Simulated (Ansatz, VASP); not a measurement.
# BP: VASP beside Ansatz, part 3 of 3

One calculation is typed for both programs; each brings its own data sets. How far apart do they land? The cell is taken from a series of runs on this material, whose earlier steps may have relaxed, scaled, displaced or heated it; both programs get it as it stands.

VASP 6.6.1 and Ansatz 0.2.0.

So far: The structure; Ansatz: zone-centre phonons, LDA, pair 1; VASP: zone-centre phonons, LDA, pair 1; Side by side.

## (5) VASP: zone-centre phonons, LDA, pair 2

Level of this step: LDA; plane waves and PAW (B, P) (VASP).

Second derivatives magnify differences that forces hide, and they need a tight electronic threshold. The cell compared in this pair holds 22.98 Å³, against 22.30 Å³ for the pair before.

Input file INCAR:

```
SYSTEM = BP
PREC = Accurate
ENCUT = 500
EDIFF = 1E-08
NELM = 120
ISMEAR = 0
SIGMA = 0.01
LREAL = .FALSE.
ALGO = Normal
GGA = CA
NBANDS = 10
LORBIT = 11
LWAVE = .FALSE.
LCHARG = .FALSE.
ISIF = 2
IBRION = 8
LEPSILON = .TRUE.
LASPH = .TRUE.
GGA_COMPAT = .FALSE.
EFERMI = MIDGAP
KPAR = 2
```

Input file POSCAR:

```
BP
1.0
    0.0000000000      2.2564024321      2.2564024321
    2.2564024321      0.0000000000      2.2564024321
    2.2564024321      2.2564024321      0.0000000000
B P
1 1
Direct
    0.0000000000      0.0000000000      0.0000000000
    0.2500000000      0.2500000000      0.2500000000
```

Input file KPOINTS:

```
Automatic mesh
0
Gamma
10 10 10
0 0 0
```

PAW data sets: B and P (LDA family, release 64).

The run is started by

```console
> mpirun -np 2 vasp_std
```

Numbers of over 12 decimals in the logs are rounded to 6 here.

The program printed:

```text
[... set-up lines as in an earlier step ...]
 entering main loop
       N       E                     dE             d eps       ncg     rms          rms(c)
DAV:   1     0.891996155254E+01    0.89200E+01   -0.40275E+03   940   0.707E+02
DAV:   2    -0.146561659725E+02   -0.23576E+02   -0.22076E+02  1374   0.112E+02
DAV:   3    -0.152580335171E+02   -0.60187E+00   -0.60015E+00  1144   0.165E+01
DAV:   4    -0.152604720484E+02   -0.24385E-02   -0.24383E-02  1232   0.119E+00
[...]
DAV:  11    -0.143962793084E+02   -0.19067E-05   -0.52278E-06  1164   0.130E-02    0.362E-02
DAV:  12    -0.143962789756E+02    0.33284E-06   -0.19186E-06  1076   0.620E-03    0.764E-03
DAV:  13    -0.143962789836E+02   -0.80132E-08   -0.72851E-08  1148   0.174E-03
   1 F= -.14396279E+02 E0= -.14396279E+02  d E =0.000000E+00
 Linear response reoptimize wavefunctions to high precision
DAV:   1    -0.143962789808E+02    0.28122E-08   -0.11590E-08  1068   0.506E-04
DAV:   2    -0.143962789808E+02   -0.15916E-10   -0.23984E-10   540   0.125E-04
 Linear response G [H, r] |phi>, progress :
  Direction:   1
[...]
RMM:  11    -0.427295535651E-01    0.93504E-08    0.12046E-09  5480   0.487E-06    0.285E-07
 first order change of Fermi-energy  -0.25958E+01
 force on displaced ion       1 direction 1 : -19.183   0.000   0.000
 Born effective charge ion    1 direction 1 :  -0.582   0.000   0.000
 Linear response progress:
  Degree of freedom:   2/  2
       N       E                     dE             d eps       ncg     rms          rms(c)
RMM:   1    -0.439871813550E-01   -0.43987E-01   -0.81779E-05  7924   0.143E+00
RMM:   2    -0.408089321601E-01    0.31782E-02    0.94132E-04  5319   0.221E-01    0.150E-01
RMM:   3    -0.409864413280E-01   -0.17751E-03    0.14134E-04  5655   0.368E-02    0.848E-02
RMM:   4    -0.412637110930E-01   -0.27727E-03    0.51414E-05  5579   0.352E-02    0.774E-03
[...]
RMM:   8    -0.412364832287E-01    0.44066E-06   -0.14306E-07  5956   0.671E-05    0.417E-05
RMM:   9    -0.412364165659E-01    0.66663E-07   -0.21211E-07  6102   0.234E-05    0.372E-06
RMM:  10    -0.412364165726E-01   -0.66791E-11   -0.98377E-08  6234   0.855E-06    0.506E-06
 first order change of Fermi-energy   0.25961E+01
 force on displaced ion       2 direction 1 : -19.192   0.000   0.000
 Born effective charge ion    2 direction 1 :   0.565   0.000   0.000
 Born effective charges drift removed
 Linear response finished
```

From OUTCAR (step 5):

```text
  Total       -0.3784840     -0.3784840     -0.3784840      0.0000000      0.0000000     -0.0000000
  in kB      -26.3923695    -26.3923695    -26.3923695      0.0000000      0.0000000     -0.0000000
  external PRESSURE =     -26.3923695 kB  Pullay stress =       0.0000000 kB

 POSITION                                       TOTAL-FORCE (eV/Angst)
 -----------------------------------------------------------------------------------
      0.00000      0.00000      0.00000        -0.000000     -0.000000     -0.000000
      1.12820      1.12820      1.12820         0.000000      0.000000      0.000000
 -----------------------------------------------------------------------------------
    total drift:                                0.000000      0.000000      0.000000

 MACROSCOPIC STATIC DIELECTRIC TENSOR (including local field effects in DFT)
 ------------------------------------------------------
           9.284947    -0.000000    -0.000000
          -0.000000     9.284947     0.000000
          -0.000000     0.000000     9.284947
 ------------------------------------------------------

 MACROSCOPIC STATIC DIELECTRIC TENSOR IONIC CONTRIBUTION
 ------------------------------------------------------
           0.135831    -0.000000     0.000000
          -0.000000     0.135831    -0.000000
           0.000000    -0.000000     0.135831
 ------------------------------------------------------

[... 1 part as in an earlier step ...]

[... 1 further part left out ...]
```

## (6) Ansatz: zone-centre phonons, LDA, pair 2

The same cell, functional (in two slightly different forms) and mesh now go to Ansatz, which takes its cutoff from its data sets.

The cell is taken from a series of runs on this material, whose earlier steps may have relaxed, scaled, displaced or heated it; both programs get it as it stands.

Input file input.yaml:

```yaml
crystal:
  lattice:
    - [0.0, 2.2564024321, 2.2564024321]
    - [2.2564024321, 0.0, 2.2564024321]
    - [2.2564024321, 2.2564024321, 0.0]
  atoms:
    - { symbol: B, position: [0.0, 0.0, 0.0] }
    - { symbol: P, position: [0.25, 0.25, 0.25] }
kpoints:
  mp_grid: { grid: [10, 10, 10] }
hamiltonian:
  xc: lda
scf:
  occupations: { method: fixed }
output:
  eigenvalues: true
phonons:
  method: dfpt
  dielectric: true
  rigid_motions: translations
```

The run is started by

```console
> ansatz run input.yaml --threads 4 --pin off --max-ram 7168MiB --backend cpu --events-out ev --progress --plain --runs-dir out
```

The program printed:

```text
[...]
Crystal: 2 atoms, lattice volume = 22.976 Å³
Basis set: ecut = 420 eV, 459 PW (Γ), exchange–correlation on 48×48×48 points (8 copies of the dense FFT grid, shifted against one another)
Bands: 8, of which v1, the nominal top of the filled ones, is band 4 counted from 1 (3 counted from 0)
Symmetry: 24 space group operations
k-points: 171 of 1000 (irreducible under 4 space group operations, time reversal used)
[...]
optical modes at Γ + LO–TO along q̂ = [1.0000, 0.0000, 0.0000]:
      ω (cm⁻¹)  modes    IR ((D/Å)²/amu)
[...]
optical modes at Γ + LO–TO along q̂ = [0.0000, 1.0000, 0.0000]:
      ω (cm⁻¹)  modes    IR ((D/Å)²/amu)
        808.46      2             2.0159
        814.74      1             1.0079
  optical modes at Γ + LO–TO along q̂ = [0.0000, 0.0000, 1.0000]:
      ω (cm⁻¹)  modes    IR ((D/Å)²/amu)
        808.46      2             2.0159
        814.74      1             1.0079
[key lines of the parts left out:]
SCF converged after 8 iterations
Free energy (F): -876.634955 eV
Fermi energy:    9.283344 eV
```

## (7) Differences

Both answers:

```
                                    quantity  Ansatz   VASP  difference
                                       ε∞ xx    9.19   9.28     -1.05 %
                                       ε∞ yy    9.19   9.28     -1.05 %
                                       ε∞ zz    9.19   9.28     -1.05 %
Born charge of B1 (mean of the diagonal) (e)   -0.59  -0.58       -0.02
Born charge of P2 (mean of the diagonal) (e)    0.59   0.58       +0.02
                  optical mode 1 to 3 (cm⁻¹)   808.5  806.9     +0.20 %
```

Modes are paired by rising frequency, not by their patterns, so a pair may set unlike modes beside each other; they are those without the splitting of longitudinal modes.

## (8) What came out

| Item | Value |
| --- | --- |
| r.m.s. difference of the optical zone-centre modes, each program's sorted by frequency (zone-centre phonons, LDA, pair 1) | 1.8 cm⁻¹ |
| difference in ε∞ xx (zone-centre phonons, LDA, pair 1) | -1.1 % |
| r.m.s. difference of the optical zone-centre modes, each program's sorted by frequency (zone-centre phonons, LDA, pair 2) | 1.6 cm⁻¹ |
| difference in ε∞ xx (zone-centre phonons, LDA, pair 2) | -1.1 % |

**Reading.** The r.m.s. difference of the optical zone-centre modes, each program's sorted by frequency is 1.8 cm⁻¹ (zone-centre phonons, LDA, pair 1). Among the rows given in per cent, the largest difference of the zone-centre phonons, LDA, pair 1 pair is in ε∞ xx, -1.1 %. Among the rows given in per cent, the largest difference of the zone-centre phonons, LDA, pair 2 pair is in ε∞ xx, -1.1 %. Such differences can come from data sets, numerical settings and the points named under the comparisons, not from the functional's error against experiment.

[Lines on the potential files, build, host, timing and source positions are cut from VASP's logs without a mark.]

[Logs are printed without paths, hosts, clocks, repeated set-up lines and the standing remarks that a program may print on its own settings, such as how far it seeks lower states.]

[Hosts, paths, dates, database ids (printed as entryN), source tags and the programs' standing remarks are cut or masked in the printed files.]
